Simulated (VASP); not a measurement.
OSZICAR of a VASP run on HfN (rock salt):

### OSZICAR
```
       N       E                     dE             d eps       ncg     rms          rms(c)
DAV:   1     0.433155589011E+02    0.43316E+02   -0.92168E+03  2288   0.149E+03
DAV:   2    -0.231656876258E+02   -0.66481E+02   -0.63235E+02  2940   0.283E+02
DAV:   3    -0.256975881571E+02   -0.25319E+01   -0.24952E+01  3042   0.493E+01
DAV:   4    -0.257229194422E+02   -0.25331E-01   -0.24935E-01  2832   0.481E+00
DAV:   5    -0.257234036245E+02   -0.48418E-03   -0.48267E-03  2986   0.503E-01    0.523E+01
DAV:   6    -0.230838668145E+02    0.26395E+01   -0.13728E+01  2736   0.279E+01    0.423E+01
DAV:   7    -0.230161890229E+02    0.67678E-01   -0.68195E-01  2624   0.759E+00    0.259E+01
DAV:   8    -0.230014235219E+02    0.14766E-01   -0.10730E-01  2697   0.330E+00    0.565E+00
DAV:   9    -0.229927474139E+02    0.86761E-02   -0.46491E-02  2741   0.162E+00    0.173E+00
DAV:  10    -0.229922936492E+02    0.45376E-03   -0.19324E-03  2712   0.415E-01    0.273E-01
DAV:  11    -0.229922955299E+02   -0.18806E-05   -0.18662E-04  2885   0.129E-01    0.334E-02
DAV:  12    -0.229922930546E+02    0.24753E-05   -0.12256E-05  2727   0.350E-02    0.395E-02
DAV:  13    -0.229922927582E+02    0.29638E-06   -0.61839E-07  1498   0.928E-03
   1 F= -.22992293E+02 E0= -.22992101E+02  d E =-.229923E+02
```

Task: Which electronic solver shows in the log?

Result: It is blocked Davidson (ALGO = Normal, or the opening steps of other solvers). The INCAR had ALGO = Normal.

Task: Can the final energy be trusted as converged?

Result: The run converged. It stopped with EDIFF = 1E-6, NELM = 100, NSW = 40 and EDIFFG = -0.02 after 1 ionic step (PBEsol GGA, plane waves, VASP's PBE PAW potentials (set 64)).

The compound is HfN in the rock salt structure. It was relaxed first. The electron count is odd and the run is not spin-polarised, which forces a metal.
